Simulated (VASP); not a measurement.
# Ni12N in VASP: relaxation of the atoms with PBE+D3(BJ)

Aim: the relaxation of the atoms of Ni12N with PBE+D3(BJ).

All numbers are computed with VASP 6.6.1; they aren't measurements. Logs are shortened: lines on timing, memory, paths and dates and some standing lists are left out, and cuts for length are marked.

## Step 1: Starting point

The cell holds a slab with vacuum, 13 atoms: a = 4.978 Å, b = 4.978 Å, c = 20.565 Å, α = 90.00°, β = 90.00°, γ = 60.00°.

The cell was built by a generator and needn't be a form met in nature.

## Step 2: Relaxation of the atoms, PBE+D3(BJ), collinear spin, ferromagnetic start

Contents of INCAR:

```
SYSTEM = Ni12N
PREC = Accurate ; ENCUT = 400
EDIFF = 1E-6 ; ISMEAR = 1
SIGMA = 0.1 ; LREAL = Auto
LASPH = .TRUE. ; NELM = 150
ALGO = Normal ; ISIF = 2
LWAVE = .FALSE. ; LCHARG = .FALSE.
ISPIN = 2 ; MAGMOM = 0.7 0.7 0.7 0.7 0.7 0.7 0.7 0.7 0.7 0.7 0.7 0.7 0
LORBIT = 11 ; LMAXMIX = 4
GGA = PE ; IVDW = 12
IBRION = 2 ; NSW = 120
EDIFFG = -0.03 ; ISYM = 0
KPAR = 4
```

Contents of KPOINTS:

```
Automatic mesh
0
G
  7 7 1
  0 0 0
```

Contents of POSCAR:

```
Ni12N
1.0
    4.9780317396      0.0000000000      0.0000000000
    2.4890158698      4.3111019473      0.0000000000
    0.0000000000      0.0000000000     20.5645458951
Ni N
12 1
Selective dynamics
Direct
    0.1666666667      0.1666666667      0.1215684515  F F F
    0.6666666667      0.1666666667      0.1215684515  F F F
    0.1666666667      0.6666666667      0.1215684515  F F F
    0.6666666667      0.6666666667      0.1215684515  F F F
    0.8333333333      0.3333333333      0.2203925616  F F F
    0.3333333333      0.3333333333      0.2203925616  F F F
    0.8333333333      0.8333333333      0.2203925616  F F F
    0.3333333333      0.8333333333      0.2203925616  F F F
    0.0000000000      0.0000000000      0.3192166717  T T T
    0.5000000000      0.0000000000      0.3192166717  T T T
    0.0000000000      0.5000000000      0.3192166717  T T T
    0.5000000000      0.5000000000      0.3192166717  T T T
    0.1666666667      0.1666666667      0.3670071471  T T T
```

Potentials or basis: VASP PAW PBE potentials, release 64 (Ni, N).

Started as:

```
$ cat potpaw_PBE.64/Ni/POTCAR potpaw_PBE.64/N/POTCAR > POTCAR
$ mpirun -np 4 vasp_std > vasp.out
```

OUTCAR:

```text
SYSTEM = Ni12N
   PREC = Accurate
   ENCUT = 400
   EDIFF = 1E-6
   ISMEAR = 1
   LREAL = Auto
   LASPH = .TRUE.
   NELM = 150
   ISIF = 2
   ISPIN = 2
   LORBIT = 11
   GGA = PE
   IVDW = 12
   IBRION = 2
   NSW = 120
   EDIFFG = -0.03
   ISYM = 0
 IVDW          = 12

 ion  position               nearest neighbor table
   1  0.167  0.167  0.122-   6 2.49   3 2.49   3 2.49   4 2.49   4 2.49   2 2.49   2 2.49   8 2.49
                             5 2.49
   2  0.667  0.167  0.122-   5 2.49   4 2.49   3 2.49   4 2.49   3 2.49   1 2.49   1 2.49   7 2.49
                             6 2.49
   3  0.167  0.667  0.122-   8 2.49   1 2.49   1 2.49   2 2.49   2 2.49   4 2.49   4 2.49   6 2.49
                             7 2.49
   4  0.667  0.667  0.122-   7 2.49   2 2.49   1 2.49   2 2.49   1 2.49   3 2.49   3 2.49   5 2.49
                             8 2.49
   5  0.833  0.333  0.220-   2 2.49   7 2.49   7 2.49   8 2.49   8 2.49   6 2.49   6 2.49   9 2.49
                            12 2.49   4 2.49  11 2.49   1 2.49
   6  0.333  0.333  0.220-   1 2.49   8 2.49   7 2.49   8 2.49   7 2.49   5 2.49   5 2.49  10 2.49
                            11 2.49   3 2.49   2 2.49  12 2.49
   7  0.833  0.833  0.220-   4 2.49   5 2.49   5 2.49   6 2.49   6 2.49   8 2.49   8 2.49  11 2.49
                            10 2.49   2 2.49   3 2.49   9 2.49
   8  0.333  0.833  0.220-   3 2.49   6 2.49   5 2.49   6 2.49   5 2.49   7 2.49   7 2.49  12 2.49
                             9 2.49   1 2.49  10 2.49   4 2.49
   9  0.000  0.000  0.319-  13 1.74  11 2.49  11 2.49  12 2.49  12 2.49  10 2.49  10 2.49   5 2.49
                             8 2.49   7 2.49
  10  0.500  0.000  0.319-  13 1.74  12 2.49  11 2.49  12 2.49  11 2.49   9 2.49   9 2.49   6 2.49
                             7 2.49   8 2.49
  11  0.000  0.500  0.319-  13 1.74   9 2.49   9 2.49  10 2.49  10 2.49  12 2.49  12 2.49   7 2.49
                             6 2.49   5 2.49
  12  0.500  0.500  0.319-  10 2.49   9 2.49  10 2.49   9 2.49  11 2.49  11 2.49   8 2.49   5 2.49
                             6 2.49
  13  0.167  0.167  0.367-  11 1.74  10 1.74   9 1.74

IMPORTANT INFORMATION: All symmetrisations will be switched off!
NOSYMM: (Re-)initialisation of all symmetry stuff for point group C_1.

----------------------------------------------------------------------------------------

                                     Primitive cell

  volume of cell :     441.3317

  direct lattice vectors                    reciprocal lattice vectors
     4.978031740  0.000000000  0.000000000     0.200882608 -0.115979628  0.000000000
     2.489015870  4.311101947  0.000000000     0.000000000  0.231959256  0.000000000
     0.000000000  0.000000000 20.564545895     0.000000000  0.000000000  0.048627381

  length of vectors
     4.978031740  4.978031740 20.564545895     0.231959256  0.231959256  0.048627381

  position of ions in fractional coordinates (direct lattice)
     0.166666667  0.166666667  0.121568452
     0.666666667  0.166666667  0.121568452
     0.166666667  0.666666667  0.121568452
     0.666666667  0.666666667  0.121568452
     0.833333333  0.333333333  0.220392562
     0.333333333  0.333333333  0.220392562
     0.833333333  0.833333333  0.220392562
     0.333333333  0.833333333  0.220392562
     0.000000000  0.000000000  0.319216672
     0.500000000  0.000000000  0.319216672
     0.000000000  0.500000000  0.319216672
     0.500000000  0.500000000  0.319216672
     0.166666667  0.166666667  0.367007147

  ion indices of the primitive-cell ions
   primitive index   ion index
                 1           1
                 2           2
                 3           3
                 4           4
                 5           5
                 6           6
                 7           7
                 8           8
                 9           9
                10          10
                11          11
                12          12
                13          13

----------------------------------------------------------------------------------------

 KPOINTS: Automatic mesh

Automatic generation of k-mesh.
 Grid dimensions read from file:
 generate k-points for:    7    7    1

 Generating k-lattice:

  Cartesian coordinates                     Fractional coordinates (reciprocal lattice)
     0.028697515 -0.016568518  0.000000000     0.142857143  0.000000000  0.000000000
     0.000000000  0.033137037  0.000000000     0.000000000  0.142857143  0.000000000
     0.000000000  0.000000000  0.048627381     0.000000000  0.000000000  1.000000000

  Length of vectors
     0.033137037  0.033137037  0.048627381

  Shift w.r.t. Gamma in fractional coordinates (k-lattice)
     0.000000000  0.000000000  0.000000000

 Subroutine IBZKPT returns following result:
 ===========================================

 Found     25 irreducible k-points:

 Following reciprocal coordinates:
            Coordinates               Weight
  0.000000  0.000000  0.000000      1.000000
  0.142857 -0.000000  0.000000      2.000000
  0.142857  0.142857  0.000000      2.000000
  0.000000  0.142857  0.000000      2.000000
  0.285714 -0.000000  0.000000      2.000000
  0.285714  0.285714  0.000000      2.000000
[... 16 lines left out ...]
 -0.428571  0.285714  0.000000      2.000000
  0.285714 -0.428571  0.000000      2.000000
   k-points           NKPTS =     25   k-points in BZ     NKDIM =     25   number of bands    NBANDS=     79
   number of dos      NEDOS =    301   number of ions     NIONS =     13
   total plane-waves  NPLWV = 143360
   dimension x,y,z NGX =    32 NGY =   32 NGZ =  140
   dimension x,y,z NGXF=    64 NGYF=   64 NGZF=  280
   ions per type =              12   1
   NGX,Y,Z   is equivalent  to a cutoff of  10.69, 10.69, 11.32 a.u.
   NGXF,Y,Z  is equivalent  to a cutoff of  21.37, 21.37, 22.64 a.u.
 SYSTEM =  Ni12N
   PREC   = accura    normal or accurate (medium, high low for compatibility)
   ISTART =      0    job   : 0-new  1-cont  2-samecut
   ICHARG =      2    charge: 1-file 2-atom 10-const
   ISPIN  =      2    spin polarized calculation?
   LNONCOLLINEAR =      F non collinear calculations
   LSORBIT =      F    spin-orbit coupling
   LASPH  =      T    aspherical Exc in radial PAW
   ENCUT  =  400.0 eV  29.40 Ry    5.42 a.u.   8.12  8.12 33.54*2*pi/ulx,y,z
   NELM   =    150;   NELMIN=  2; NELMDL= -5     # of ELM steps
   EDIFF  = 0.1E-05   stopping-criterion for ELM
   LREAL  =      T    real-space projection
   EDIFFG = -.3E-01   stopping-criterion for IOM
   NSW    =    120    number of steps for IOM
   IBRION =      2    ionic relax: 0-MD 1-quasi-New 2-CG
   NFREE  =      1    steps in history (QN), initial steepest desc. (CG)
   ISIF   =      2    stress and relaxation
   ISYM   =      0    0-nonsym 1-usesym 2-fastsym
   POTIM  = 0.5000    time-step for ionic-motion
   TEBEG  =    0.0;   TEEND  =   0.0 temperature during run
   PSTRESS=    0.0 pullay stress
   NELECT =     125.0000    total number of electrons
   NUPDOWN=      -1.0000    fix difference up-down
   EMIN   =  10.00;   EMAX   =-10.00  energy-range for DOS
   EFERMI =   0.00;   METHOD = LEGACY
   ISMEAR =     1;   SIGMA  =   0.10  broadening in eV -4-tet -1-fermi 0-gaus
   EFERMI_NEDOS =   21; number of points for ismear=-14 and -15
   IALGO  =     38    algorithm
   IMIX   =      4    mixing-type and parameters
     AMIX     =   0.40;   BMIX     =  1.00
     AMIX_MAG =   1.60;   BMIX_MAG =  1.00
  volume/ion in A,a.u.               =      33.95       229.10
  Fermi-wavevector in a.u.,A,eV,Ry     =   1.075119  2.031680 15.726709  1.155881
  Thomas-Fermi vector in A             =   2.210966
   LORBIT       =     11    0 simple, 1 ext, 2 COOP (PROOUT), +10 PAW based schemes
   GGA     = PE    functional components
   LHFCALC =     F    Hartree Fock is set to
   AEXX    =    0.0000 exact exchange contribution
   IVDW    =    12    specifies the selected vdW correction
   LEPSILON=     F    determine dielectric tensor
   LRPA    =     F    only Hartree local field effects (RPA)
 conjugate gradient relaxation of ions
 spin polarized calculation
 Methfessel and Paxton  Order N= 1 SIGMA  =   0.10
  energy-cutoff  :      400.00
  volume of cell :      441.33
 maximum number of plane-waves:      8044
   NGX = 17   NGY = 17   NGZ = 67

--------------------------------------- Ionic step        1  -------------------------------------------

 number of electron     125.0000063 magnetization       5.9482255

 Free energy of the ion-electron system (eV)
  ---------------------------------------------------
  ext. energy  EPLUGINS =         0.00000000
  ---------------------------------------------------
  free energy    TOTEN  =       -68.81188068 eV

  energy without entropy =      -68.81012715  energy(sigma->0) =      -68.81129617

------------------------ aborting loop because EDIFF is reached ----------------------------------------

 Edisp (eV)   -3.83482

 E8    (eV) :    -1.7192

  FORCE on cell =-STRESS in cart. coord.  units (eV):
  Direction    XX          YY          ZZ          XY          YZ          ZX
  --------------------------------------------------------------------------------------
  -------------------------------------------------------------------------------------
  Total      -7.03212    -7.03233    -2.05767     0.00017     0.00001    -0.00002
  in kB     -25.52887   -25.52964    -7.47001     0.00061     0.00004    -0.00009
  external pressure =      -19.51 kB  Pullay stress =        0.00 kB
[... 338 lines left out ...]
  energy  without entropy=      -72.6929114280  energy(sigma->0) =      -72.69343295

--------------------------------------- Ionic step        8  -------------------------------------------

 number of electron     125.0000071 magnetization       5.9769564

 Free energy of the ion-electron system (eV)
  ---------------------------------------------------
  ext. energy  EPLUGINS =         0.00000000
  ---------------------------------------------------
  free energy    TOTEN  =       -68.86333482 eV

  energy without entropy =      -68.86255865  energy(sigma->0) =      -68.86307609

 E-fermi :  -0.7391     XC(G=0):  -4.9608

 val. band max:       -0.7463116701   @ k =   0.0000   0.0000   0.0000
 cond. band min:      -0.7251780414   @ k =   0.4286  -0.4286   0.0000
 fundamental gap:      0.0211336288
 Fermi energy:        -0.7390543660

 spin component 1

 k-point     1 :       0.0000    0.0000    0.0000
  band No.  band energies     occupation
      1     -15.9487      1.00000
      2      -8.8338      1.00000
      3      -6.7556      1.00000
      4      -6.1847      1.00000
      5      -6.1847      1.00000
      6      -5.8124      1.00000
[... 1837 lines left out ...]
     73       3.0778      0.00000
     74       3.4681      0.00000

 [... further k-points ...]

 spin component 2

 k-point     1 :       0.0000    0.0000    0.0000
  band No.  band energies     occupation
      1     -15.9865      1.00000
      2      -8.8600      1.00000
      3      -6.7368      1.00000
      4      -6.1917      1.00000
      5      -6.1917      1.00000
      6      -5.7226      1.00000
[... 1837 lines left out ...]
     73       3.2266      0.00000
     74       3.6109      0.00000

 [... further k-points ...]

 [bands above 74 left out]

------------------------ aborting loop because EDIFF is reached ----------------------------------------

 Edisp (eV)   -3.83082

 E8    (eV) :    -1.7175

  FORCE on cell =-STRESS in cart. coord.  units (eV):
  Direction    XX          YY          ZZ          XY          YZ          ZX
  --------------------------------------------------------------------------------------
  -------------------------------------------------------------------------------------
  Total      -7.60331    -7.60326    -2.64839     0.00013    -0.00015    -0.00003
  in kB     -27.60248   -27.60229    -9.61453     0.00049    -0.00056    -0.00012
  external pressure =      -21.61 kB  Pullay stress =        0.00 kB
[... 28 lines left out ...]
  FREE ENERGIE OF THE ION-ELECTRON SYSTEM (eV)
  ---------------------------------------------------
  free  energy   TOTEN  =       -72.6941499635 eV

  energy  without entropy=      -72.6933737966  energy(sigma->0) =      -72.69389124

 reached required accuracy - stopping structural energy minimisation

 total charge

# of ion       s       p       d       tot
------------------------------------------
    1        0.492   0.380   8.293   9.164
    2        0.485   0.380   8.300   9.165
    3        0.485   0.380   8.300   9.165
    4        0.485   0.380   8.300   9.165
    5        0.487   0.492   8.314   9.293
    6        0.487   0.492   8.314   9.293
    7        0.492   0.484   8.336   9.312
    8        0.487   0.492   8.314   9.293
    9        0.524   0.562   8.362   9.448
   10        0.524   0.562   8.362   9.448
   11        0.524   0.562   8.362   9.448
   12        0.474   0.381   8.347   9.203
   13        1.325   2.261   0.000   3.585
--------------------------------------------------
tot          7.269   7.806  99.906 114.981

 magnetization (x)

# of ion       s       p       d       tot
------------------------------------------
    1       -0.002  -0.022   0.740   0.715
    2       -0.005  -0.022   0.693   0.665
    3       -0.005  -0.022   0.693   0.665
    4       -0.005  -0.022   0.693   0.665
    5       -0.007  -0.021   0.704   0.676
    6       -0.007  -0.021   0.704   0.676
    7       -0.004  -0.023   0.515   0.487
    8       -0.007  -0.021   0.704   0.676
    9       -0.002  -0.011   0.081   0.069
   10       -0.002  -0.011   0.081   0.069
   11       -0.002  -0.011   0.081   0.069
   12        0.002  -0.002   0.681   0.680
   13       -0.000  -0.023   0.000  -0.023
--------------------------------------------------
tot         -0.047  -0.231   6.369   6.090
```

It took 59 min on 4 MPI ranks of Intel Xeon Platinum 8559C (Emerald Rapids), shared host; peak memory 1 GiB.

What came out:

* Free energy: -72.6941 eV
* Energy gained by relaxing: 3.7 meV/atom
* Ionic steps: 8
* Band gap on the k mesh: none (metal or under the smearing width)
* Net moment: 5.98 μB per cell
* Site moments: Ni +0.71, +0.67, +0.68, +0.49, +0.07; N -0.02 μB
* Valence electrons inside the program's atomic spheres: Ni 9.16, 9.29, 9.31, 9.45, 9.20; N 3.58
* Dispersion energy per atom: -0.295 eV

The path:
| step | energy change (eV) | largest force (eV/Å) | pressure (GPa) |
| --- | --- | --- | --- |
| 1 | 0.0000 | 0.5736 | -1.95 |
| 2 | -0.0198 | 0.4859 | -2.33 |
| 3 | -0.0246 | 0.3689 | -2.22 |
| 4 | -0.0377 | 0.3140 | -2.19 |
| 5 | -0.0456 | 0.3247 | -2.13 |
| 6 | -0.0468 | 0.3318 | -2.12 |
| 7 | -0.0470 | 0.3384 | -2.12 |
| 8 | -0.0475 | 0.3409 | -2.16 |

Final structure:
```xyz
13
Lattice="4.9780 0.0000 0.0000 2.4890 4.3111 0.0000 0.0000 0.0000 20.5645" Properties=species:S:1:pos:R:3 pbc="T T T"
Ni    1.2445    0.7185    2.5000
Ni    3.7335    0.7185    2.5000
Ni    2.4890    2.8741    2.5000
Ni    4.9780    2.8741    2.5000
Ni    4.9780    1.4370    4.5323
Ni    2.4890    1.4370    4.5323
Ni    6.2225    3.5926    4.5323
Ni    3.7335    3.5926    4.5323
Ni    7.4497    4.3011    6.5962
Ni    4.9953    4.3011    6.5962
Ni    6.2225    2.1755    6.5962
Ni    3.7335    2.1556    6.4823
N     1.2445    0.7185    7.5769
```

Caveat: the cutoff is under 1.25 times the usual one of these potentials, so pressure, stress and relaxed cells hold a basis-set (Pulay) error. With open d or f shells a metallic result of PBE can be an artefact of self-interaction; +U or a hybrid may open a gap.
